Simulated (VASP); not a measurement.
Given:

CdSe is modelled in the cubic space group F-43m (No. 216), the zinc blende structure, Pearson symbol cF8. Lattice parameters: a = 6.271 Å, b = 6.271 Å, c = 6.271 Å, α = 90.00°, β = 90.00°, γ = 90.00°. Cd on 4a has 4 Se at 2.716 Å (tetrahedral). Se on 4d is coordinated by 4 Cd at 2.716 Å (tetrahedral). (Neighbours: up to the widest gap in distance over summed covalent radii, below 1.35, at either atom; cation-cation and far metal-metal contacts left out.)
(The calculation used a cell of 2 atoms; values per cell refer to that cell.)

Method: revPBE GGA, VASP's PBE PAW potentials (set 64) (plane waves; VASP). Run with 520 eV cut-off, 7×7×7 Γ-centred mesh, Gaussian smearing of 0.050 eV, potentials Cd Se.

Problem. Give the energy at these volumes per atom, relative to the lowest: 28.94, 29.87, 30.79, 31.71, 32.64 Å³.

Solution. 16.4, 4.0, 0.0, 3.0, 12.0 meV/atom. A third-order Birch-Murnaghan fit gives B0 = 40.4 GPa and B0′ = 4.7.

Measured: a 6.077 Å (computed value off by +3.2 %), as given by arXiv:1206.3780. The calculation is for a static lattice, while the measured a holds thermal and zero-point effects, which are part of the difference.

The compound is CdSe in the zinc blende structure, whereas wurtzite is the usual form. It was relaxed first, which changed the volume by +11 %.
